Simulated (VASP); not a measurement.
OSZICAR of a VASP run on Ni3Fe (L1_2):

File OSZICAR:
```
       N       E                     dE             d eps       ncg     rms          rms(c)
DAV:   1     0.253319820281E+03    0.25332E+03   -0.17396E+04  3792   0.207E+03
DAV:   2    -0.405223520669E+01   -0.25737E+03   -0.24747E+03  3640   0.359E+02
DAV:   3    -0.173071735318E+02   -0.13255E+02   -0.12600E+02  3734   0.114E+02
DAV:   4    -0.174866594389E+02   -0.17949E+00   -0.17898E+00  3964   0.137E+01
DAV:   5    -0.174920469491E+02   -0.53875E-02   -0.53872E-02  5066   0.191E+00    0.201E+01
DAV:   6    -0.154394124926E+02    0.20526E+01   -0.31484E+01  3908   0.912E+01    0.217E+01
DAV:   7    -0.182442133628E+02   -0.28048E+01   -0.22994E+01  4290   0.122E+02    0.259E+01
DAV:   8    -0.137893692647E+02    0.44548E+01   -0.13518E+01  4526   0.535E+01    0.618E+00
DAV:   9    -0.139255517488E+02   -0.13618E+00   -0.59173E-01  4292   0.961E+00    0.331E+00
DAV:  10    -0.138914241860E+02    0.34128E-01   -0.10857E-01  5068   0.830E+00    0.135E+00
DAV:  11    -0.138919716725E+02   -0.54749E-03   -0.41562E-02  5590   0.242E+00    0.108E+00
DAV:  12    -0.138931395100E+02   -0.11678E-02   -0.55795E-03  4272   0.201E+00    0.304E-01
DAV:  13    -0.138933326351E+02   -0.19313E-03   -0.19856E-03  5436   0.770E-01    0.735E-02
DAV:  14    -0.138934042181E+02   -0.71583E-04   -0.26016E-04  4612   0.180E-01    0.125E-01
DAV:  15    -0.138933792371E+02    0.24981E-04   -0.75005E-05  4336   0.232E-01    0.313E-02
DAV:  16    -0.138933849217E+02   -0.56845E-05   -0.12193E-05  4204   0.351E-02    0.320E-02
DAV:  17    -0.138933830133E+02    0.19083E-05   -0.31744E-06  2546   0.498E-02    0.767E-03
DAV:  18    -0.138933826560E+02    0.35734E-06   -0.11034E-06  2094   0.168E-02
   1 F= -.13893383E+02 E0= -.13893452E+02  d E =-.138934E+02  mag=     4.5351
       N       E                     dE             d eps       ncg     rms          rms(c)
DAV:   1    -0.176943660805E+02   -0.38010E+01   -0.41909E+01  3642   0.963E+01    0.197E+01
DAV:   2    -0.307227810090E+02   -0.13028E+02   -0.75157E+01  4222   0.193E+02    0.519E+01
DAV:   3    -0.144050755963E+02    0.16318E+02   -0.26726E+01  4656   0.122E+02    0.120E+01
DAV:   4    -0.138860018940E+02    0.51907E+00   -0.29801E+00  4422   0.279E+01    0.519E+00
DAV:   5    -0.139164966302E+02   -0.30495E-01   -0.33603E-01  3780   0.613E+00    0.323E+00
DAV:   6    -0.139025068431E+02    0.13990E-01   -0.32493E-02  4784   0.257E+00    0.161E+00
DAV:   7    -0.138955275505E+02    0.69793E-02   -0.17330E-02  4582   0.149E+00    0.467E-01
DAV:   8    -0.138953574892E+02    0.17006E-03   -0.17825E-03  4276   0.561E-01    0.205E-01
DAV:   9    -0.138953859809E+02   -0.28492E-04   -0.41962E-04  4392   0.479E-01    0.609E-02
DAV:  10    -0.138954108281E+02   -0.24847E-04   -0.61766E-05  5246   0.942E-02    0.515E-02
DAV:  11    -0.138954086361E+02    0.21920E-05   -0.23846E-05  4234   0.132E-01    0.159E-02
DAV:  12    -0.138954120654E+02   -0.34293E-05   -0.26537E-06  2840   0.241E-02    0.563E-03
DAV:  13    -0.138954120452E+02    0.20264E-07   -0.63111E-07  1854   0.201E-02
   2 F= -.13895412E+02 E0= -.13895355E+02  d E =-.202939E-02  mag=     4.7355
       N       E                     dE             d eps       ncg     rms          rms(c)
DAV:   1    -0.148809767357E+02   -0.98556E+00   -0.10372E+01  3646   0.447E+01    0.102E+01
DAV:   2    -0.187397482383E+02   -0.38588E+01   -0.18582E+01  4250   0.106E+02    0.259E+01
DAV:   3    -0.140455934228E+02    0.46942E+01   -0.21034E+01  4142   0.612E+01    0.568E+00
DAV:   4    -0.139080634363E+02    0.13753E+00   -0.10577E+00  4282   0.181E+01    0.292E+00
DAV:   5    -0.139327054006E+02   -0.24642E-01   -0.12901E-01  3840   0.536E+00    0.171E+00
DAV:   6    -0.139328022276E+02   -0.96827E-04   -0.17494E-02  5456   0.319E+00    0.835E-01
DAV:   7    -0.139309110115E+02    0.18912E-02   -0.84443E-03  5212   0.157E+00    0.277E-01
DAV:   8    -0.139303824832E+02    0.52853E-03   -0.13587E-03  4354   0.455E-01    0.130E-01
DAV:   9    -0.139303588387E+02    0.23645E-04   -0.34986E-04  4492   0.451E-01    0.615E-02
DAV:  10    -0.139303815982E+02   -0.22760E-04   -0.48966E-05  4774   0.702E-02    0.702E-02
DAV:  11    -0.139303751154E+02    0.64828E-05   -0.56927E-05  4698   0.220E-01    0.201E-02
DAV:  12    -0.139303755122E+02   -0.39679E-06   -0.87851E-06  3082   0.322E-02
   3 F= -.13930376E+02 E0= -.13930244E+02  d E =-.369929E-01  mag=     4.6395
```

Which electronic solver shows in the log?

It is blocked Davidson (ALGO = Normal, or the opening steps of other solvers). The INCAR had ALGO = Normal.

How was spin treated?

Collinear spin (ISPIN = 2): the summary line carries one mag value, 4.64 μB in the cell.

Can the final energy be trusted as converged?

The run converged. It stopped with EDIFF = 1E-6, NELM = 100, NSW = 60 and EDIFFG = -0.02 after 3 ionic steps (optB88-vdW, plane waves, VASP's PBE PAW potentials (set 64)). Energy and stress use the plane-wave basis of the starting cell.

The compound is Ni3Fe in the L1_2 structure. This run relaxes it. Symmetry was kept, so distortions that lower it aren't found. The start is the result of an earlier pass.
